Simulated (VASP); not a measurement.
Output of a VASP run:

**OUTCAR**
```
 ion  position               nearest neighbor table
   1  0.000  0.000  0.000-  31 3.10  35 3.10  37 3.10  46 3.10  48 3.10  52 3.10
   2  0.000  0.000  0.333-  35 3.10  46 3.10  36 3.10  47 3.10  53 3.10  29 3.10
   3  0.000  0.000  0.667-  37 3.10  48 3.10  30 3.10  47 3.10  36 3.10  54 3.10
   4  0.000  0.333  0.000-  31 3.10  46 3.10  34 3.10  49 3.10  51 3.10  29 3.10
   5  0.000  0.333  0.333-  29 3.10  47 3.10  49 3.10  50 3.10  32 3.10  30 3.10
   6  0.000  0.333  0.667-  30 3.10  31 3.10  48 3.10  51 3.10  50 3.10  33 3.10
   7  0.000  0.667  0.000-  37 3.10  52 3.10  32 3.10  49 3.10  34 3.10  54 3.10
   8  0.000  0.667  0.333-  32 3.10  35 3.10  52 3.10  53 3.10  33 3.10  50 3.10
   9  0.000  0.667  0.667-  54 3.10  36 3.10  34 3.10  33 3.10  53 3.10  51 3.10
  10  0.333  0.000  0.000-  31 3.10  35 3.10  40 3.10  43 3.10  45 3.10  29 3.10
  11  0.333  0.000  0.333-  29 3.10  36 3.10  43 3.10  44 3.10  30 3.10  38 3.10
  12  0.333  0.000  0.667-  30 3.10  31 3.10  37 3.10  45 3.10  44 3.10  39 3.10
  13  0.333  0.333  0.000-  29 3.10  34 3.10  40 3.10  42 3.10  32 3.10  38 3.10
  14  0.333  0.333  0.333-  30 3.10  32 3.10  38 3.10  33 3.10  39 3.10  41 3.10
  15  0.499  0.498  0.501-  24 3.05  25 3.10  16 3.11  19 3.11  18 3.12  27 3.15
  16  0.331  0.332  0.665-  33 3.06  39 3.07  31 3.07  15 3.11  34 3.13  40 3.14
  17  0.333  0.667  0.000-  32 3.10  35 3.10  37 3.10  45 3.10  42 3.10  41 3.10
  18  0.332  0.665  0.332-  41 3.08  33 3.08  35 3.08  15 3.12  43 3.12  36 3.13
  19  0.332  0.670  0.664-  36 3.06  44 3.09  37 3.10  15 3.11  34 3.12  42 3.14
  20  0.667  0.000  0.000-  48 3.10  52 3.10  43 3.10  38 3.10  40 3.10  54 3.10
  21  0.667  0.000  0.333-  38 3.10  46 3.10  52 3.10  53 3.10  44 3.10  39 3.10
  22  0.667  0.000  0.667-  54 3.10  47 3.10  40 3.10  39 3.10  53 3.10  45 3.10
  23  0.667  0.333  0.000-  38 3.10  46 3.10  48 3.10  51 3.10  42 3.10  41 3.10
  24  0.669  0.336  0.336-  15 3.05  49 3.06  47 3.06  41 3.14  39 3.14  46 3.15
  25  0.665  0.335  0.668-  42 3.08  15 3.10  50 3.10  40 3.10  48 3.11  47 3.12
  26  0.667  0.667  0.000-  54 3.10  49 3.10  43 3.10  41 3.10  51 3.10  45 3.10
  27  0.667  0.670  0.335-  44 3.06  52 3.08  50 3.09  43 3.12  49 3.15  15 3.15
  28  0.667  0.667  0.667-  45 3.10  51 3.10  53 3.10  50 3.10  44 3.10  42 3.10
  29  0.167  0.167  0.167-   5 3.10  11 3.10  13 3.10  10 3.10   4 3.10   2 3.10
  30  0.167  0.167  0.500-  14 3.10  12 3.10   6 3.10   3 3.10   5 3.10  11 3.10
  31  0.167  0.167  0.833-  16 3.07   6 3.10  10 3.10  12 3.10   4 3.10   1 3.10
  32  0.167  0.500  0.167-  14 3.10   8 3.10  17 3.10   7 3.10   5 3.10  13 3.10
  33  0.167  0.500  0.500-  16 3.06  18 3.08   9 3.10   6 3.10   8 3.10  14 3.10
  34  0.167  0.500  0.833-   9 3.10  13 3.10   4 3.10   7 3.10  19 3.12  16 3.13
  35  0.167  0.833  0.167-  18 3.08   8 3.10  10 3.10  17 3.10   2 3.10   1 3.10
  36  0.167  0.833  0.500-  19 3.06  11 3.10   9 3.10   3 3.10   2 3.10  18 3.13
  37  0.167  0.833  0.833-  19 3.10   7 3.10  12 3.10  17 3.10   3 3.10   1 3.10
  38  0.500  0.167  0.167-  14 3.10  21 3.10  23 3.10  20 3.10  11 3.10  13 3.10
  39  0.500  0.167  0.500-  16 3.07  12 3.10  21 3.10  22 3.10  14 3.10  24 3.14
  40  0.500  0.167  0.833-  13 3.10  22 3.10  20 3.10  10 3.10  25 3.10  16 3.14
  41  0.500  0.500  0.167-  18 3.08  17 3.10  23 3.10  26 3.10  14 3.10  24 3.14
  42  0.500  0.500  0.833-  25 3.08  17 3.10  23 3.10  13 3.10  28 3.10  19 3.14
  43  0.500  0.833  0.167-  11 3.10  26 3.10  20 3.10  10 3.10  27 3.12  18 3.12
  44  0.500  0.833  0.500-  27 3.06  19 3.09  11 3.10  21 3.10  12 3.10  28 3.10
  45  0.500  0.833  0.833-  28 3.10  17 3.10  12 3.10  10 3.10  26 3.10  22 3.10
  46  0.833  0.167  0.167-   2 3.10   4 3.10  21 3.10  23 3.10   1 3.10  24 3.15
  47  0.833  0.167  0.500-  24 3.06  22 3.10   5 3.10   3 3.10   2 3.10  25 3.12
  48  0.833  0.167  0.833-   3 3.10   6 3.10  20 3.10  23 3.10   1 3.10  25 3.11
  49  0.833  0.500  0.167-  24 3.06   5 3.10  26 3.10   4 3.10   7 3.10  27 3.15
  50  0.833  0.500  0.500-  27 3.09  25 3.10   8 3.10   5 3.10   6 3.10  28 3.10
  51  0.833  0.500  0.833-  28 3.10  23 3.10   6 3.10   4 3.10  26 3.10   9 3.10
  52  0.833  0.833  0.167-  27 3.08   8 3.10  20 3.10  21 3.10   7 3.10   1 3.10
  53  0.833  0.833  0.500-  28 3.10  21 3.10   8 3.10   2 3.10  22 3.10   9 3.10
  54  0.833  0.833  0.833-   9 3.10  22 3.10  26 3.10  20 3.10   7 3.10   3 3.10
 Subroutine IBZKPT returns following result:
 Found      1 irreducible k-points:

 Following reciprocal coordinates:
            Coordinates               Weight
  0.000000  0.000000  0.000000      1.000000
   k-points           NKPTS =      1   k-points in BZ     NKDIM =      1   number of bands    NBANDS=    162
   number of dos      NEDOS =    301   number of ions     NIONS =     54
   total plane-waves  NPLWV = 262144
   dimension x,y,z NGX =    64 NGY =   64 NGZ =   64
   dimension x,y,z NGXF=   128 NGYF=  128 NGZF=  128
   ions per type =              28  26
   PREC   = normal    normal or accurate (medium, high low for compatibility)
   ISTART =      0    job   : 0-new  1-cont  2-samecut
   ICHARG =      2    charge: 1-file 2-atom 10-const
   ISPIN  =      1    spin polarized calculation?
   LNONCOLLINEAR =      F non collinear calculations
   LSORBIT =      F    spin-orbit coupling
   INIWAV =      1    electr: 0-lowe 1-rand  2-diag
   ENCUT  =  400.0 eV  29.40 Ry    5.42 a.u.  21.46 21.46 21.46*2*pi/ulx,y,z
   NELM   =    100;   NELMIN=  4; NELMDL= -5     # of ELM steps
   EDIFF  = 0.1E-04   stopping-criterion for ELM
   LREAL  =      T    real-space projection
   NLSPLINE    = F    spline interpolate recip. space projectors
   LMAXMIX     =    4 max onsite mixed and CHGCAR
...
```

File OSZICAR:
```
...
RMM:   2    -0.221792142845E+03   -0.41091E-05   -0.48059E-05   257   0.128E-02    0.422E-03
RMM:   3    -0.221792143519E+03   -0.67373E-06   -0.68137E-06   168   0.484E-03    0.372E-03
RMM:   4    -0.221792143588E+03   -0.69169E-07   -0.13843E-06    84   0.199E-03
  51 F= -.22179214E+03 E0= -.22179214E+03  d E =-.194886E-04
       N       E                     dE             d eps       ncg     rms          rms(c)
DAV:   1    -0.221792152366E+03   -0.88465E-05   -0.15728E-04   336   0.225E-02    0.585E-03
RMM:   2    -0.221792153140E+03   -0.77432E-06   -0.95586E-06   166   0.578E-03    0.185E-03
RMM:   3    -0.221792153179E+03   -0.39479E-07   -0.45321E-07    69   0.203E-03    0.132E-03
RMM:   4    -0.221792153162E+03    0.17682E-07   -0.39968E-08    12   0.147E-03
  52 F= -.22179215E+03 E0= -.22179215E+03  d E =-.290621E-04
       N       E                     dE             d eps       ncg     rms          rms(c)
DAV:   1    -0.221792154517E+03   -0.13378E-05   -0.11034E-05   208   0.631E-03    0.163E-03
RMM:   2    -0.221792154595E+03   -0.77653E-07   -0.11502E-06   122   0.232E-03    0.727E-04
RMM:   3    -0.221792154583E+03    0.11452E-07   -0.24592E-08    18   0.122E-03    0.381E-04
RMM:   4    -0.221792154576E+03    0.72869E-08   -0.15923E-08     9   0.125E-03
  53 F= -.22179215E+03 E0= -.22179215E+03  d E =-.304765E-04
       N       E                     dE             d eps       ncg     rms          rms(c)
DAV:   1    -0.221792146998E+03    0.75858E-05   -0.56935E-04   344   0.415E-02    0.114E-02
RMM:   2    -0.221792149858E+03   -0.28601E-05   -0.34711E-05   216   0.108E-02    0.379E-03
RMM:   3    -0.221792150306E+03   -0.44829E-06   -0.46608E-06   166   0.401E-03    0.317E-03
RMM:   4    -0.221792150316E+03   -0.10426E-07   -0.62346E-07    52   0.168E-03
  54 F= -.22179215E+03 E0= -.22179215E+03  d E =0.425971E-05
       N       E                     dE             d eps       ncg     rms          rms(c)
DAV:   1    -0.221792166656E+03   -0.16350E-04   -0.12405E-04   336   0.197E-02    0.530E-03
RMM:   2    -0.221792167200E+03   -0.54414E-06   -0.74023E-06   165   0.503E-03    0.164E-03
RMM:   3    -0.221792167212E+03   -0.12189E-07   -0.29679E-07    51   0.178E-03    0.108E-03
RMM:   4    -0.221792167193E+03    0.19363E-07   -0.21310E-08    12   0.142E-03
  55 F= -.22179217E+03 E0= -.22179217E+03  d E =-.126167E-04
       N       E                     dE             d eps       ncg     rms          rms(c)
DAV:   1    -0.221792167712E+03   -0.50007E-06   -0.27987E-06   192   0.283E-03    0.607E-04
RMM:   2    -0.221792167715E+03   -0.31177E-08   -0.60589E-08    25   0.134E-03    0.431E-04
RMM:   3    -0.221792167713E+03    0.26466E-08    0.00000E+00     7   0.132E-03    0.181E-04
RMM:   4    -0.221792167712E+03    0.79126E-09    0.00000E+00     6   0.134E-03
  56 F= -.22179217E+03 E0= -.22179217E+03  d E =-.131358E-04
       N       E                     dE             d eps       ncg     rms          rms(c)
DAV:   1    -0.221792183678E+03   -0.15965E-04   -0.12422E-04   320   0.199E-02    0.610E-03
RMM:   2    -0.221792184287E+03   -0.60943E-06   -0.87779E-06   167   0.529E-03    0.182E-03
RMM:   3    -0.221792184340E+03   -0.52400E-07   -0.56516E-07    72   0.201E-03    0.115E-03
RMM:   4    -0.221792184341E+03   -0.15370E-08   -0.35026E-08    20   0.154E-03
  57 F= -.22179218E+03 E0= -.22179218E+03  d E =-.166293E-04
```

### OUTCAR
```
------------------------ aborting loop because EDIFF is reached ----------------------------------------
  FORCE on cell =-STRESS in cart. coord.  units (eV):
  Direction    XX          YY          ZZ          XY          YZ          ZX
  --------------------------------------------------------------------------------------
  Total       -4.3452629     -4.5657688     -4.5956471     -1.1200581      1.1741980      1.1452814
  in kB       -4.3194559     -4.5386522     -4.5683531     -1.1134059      1.1672243      1.1384794
  external PRESSURE =      -4.4754871 kB  Pullay stress =       0.0000000 kB
  volume of cell :     1611.75
      direct lattice vectors                 reciprocal lattice vectors
     0.000000000  9.305846112  9.305846112    -0.053729666  0.053729666  0.053729666
     9.305846112  0.000000000  9.305846112     0.053729666 -0.053729666  0.053729666
     9.305846112  9.305846112  0.000000000     0.053729666  0.053729666 -0.053729666
  FREE ENERGIE OF THE ION-ELECTRON SYSTEM (eV)
  ---------------------------------------------------
  free  energy   TOTEN  =      -221.7921843413 eV

  energy  without entropy=     -221.7921843261  energy(sigma->0) =     -221.79218433

 reached required accuracy - stopping structural energy minimisation
```
(Selected blocks of OUTCAR.)

POSCAR:
```
Pb28Se26
1
    0.0000000000     9.3058461119     9.3058461119
    9.3058461119     0.0000000000     9.3058461119
    9.3058461119     9.3058461119     0.0000000000
Pb Se
28 26
Direct
  0.0000000000   0.0000000000   0.0000000000
  0.0000000000   0.0000000000   0.3333330000
  0.0000000000   0.0000000000   0.6666670000
  0.0000000000   0.3333330000   0.0000000000
  0.0000000000   0.3333330000   0.3333330000
  0.0000000000   0.3333330000   0.6666670000
  0.0000000000   0.6666670000   0.0000000000
  0.0000000000   0.6666670000   0.3333330000
  0.0000000000   0.6666670000   0.6666670000
  0.3333330000   0.0000000000   0.0000000000
  0.3333330000   0.0000000000   0.3333330000
  0.3333330000   0.0000000000   0.6666670000
  0.3333330000   0.3333330000   0.0000000000
  0.3333330000   0.3333330000   0.3333330000
  0.4991620000   0.4984800000   0.5005320000
  0.3314250000   0.3322180000   0.6645650000
  0.3333330000   0.6666670000   0.0000000000
  0.3323980000   0.6651740000   0.3319430000
  0.3319350000   0.6697660000   0.6636630000
  0.6666670000   0.0000000000   0.0000000000
  0.6666670000   0.0000000000   0.3333330000
  0.6666670000   0.0000000000   0.6666670000
  0.6666670000   0.3333330000   0.0000000000
  0.6685090000   0.3358020000   0.3356780000
  0.6652970000   0.3349120000   0.6675010000
  0.6666670000   0.6666670000   0.0000000000
  0.6665670000   0.6697000000   0.3350980000
  0.6666670000   0.6666670000   0.6666670000
  0.1666670000   0.1666670000   0.1666670000
  0.1666670000   0.1666670000   0.5000000000
  0.1666670000   0.1666670000   0.8333330000
  0.1666670000   0.5000000000   0.1666670000
  0.1666670000   0.5000000000   0.5000000000
  0.1666670000   0.5000000000   0.8333330000
  0.1666670000   0.8333330000   0.1666670000
  0.1666670000   0.8333330000   0.5000000000
  0.1666670000   0.8333330000   0.8333330000
  0.5000000000   0.1666670000   0.1666670000
  0.5000000000   0.1666670000   0.5000000000
  0.5000000000   0.1666670000   0.8333330000
  0.5000000000   0.5000000000   0.1666670000
  0.5000000000   0.5000000000   0.8333330000
  0.5000000000   0.8333330000   0.1666670000
  0.5000000000   0.8333330000   0.5000000000
  0.5000000000   0.8333330000   0.8333330000
  0.8333330000   0.1666670000   0.1666670000
  0.8333330000   0.1666670000   0.5000000000
  0.8333330000   0.1666670000   0.8333330000
  0.8333330000   0.5000000000   0.1666670000
  0.8333330000   0.5000000000   0.5000000000
  0.8333330000   0.5000000000   0.8333330000
  0.8333330000   0.8333330000   0.1666670000
  0.8333330000   0.8333330000   0.5000000000
  0.8333330000   0.8333330000   0.8333330000
```

**Question.** Write an INCAR and KPOINTS that could have produced this output.

**Answer.** This is not unique; one that fits is the input of the run itself, PBE GGA, plane waves, VASP's PBE PAW potentials (set 64).

**INCAR**
```
LMAXMIX = 4   ! l cut-off of mixed one-centre charges
ENCUT = 400
SIGMA = 0.05   ! width (eV)
ISMEAR = 0   ! Gaussian
ALGO = Fast   ! Davidson, then RMM-DIIS
ISYM = 0
GGA = PE
NSW = 60
SYSTEM = Pb28Se26
NELMIN = 4
IBRION = 2   ! conjugate gradients
ISIF = 2
EDIFF = 1E-5   ! SCF stop (eV)
LWAVE = F
LCHARG = F
LREAL = Auto   ! projection in real space or not
LASPH = T
NELM = 100   ! most electronic steps
EDIFFG = -0.03   ! ionic stop
PREC = Normal
```

**KPOINTS**
```
Automatic mesh
0
Gamma
1 1 1
0 0 0
```

POTCAR, in this order: Pb Se (PBE.64 set). Program: vasp_gam.

The supercell is sampled at Γ alone, which is coarse: total energies, pressure and levels can be off, energies of defects by several tenths of an eV.

The cell is a supercell with a defect, built from a database entry that may be metastable or hypothetical: Pb_Se. The run is not spin-polarised, so no state with unpaired spins was tried.
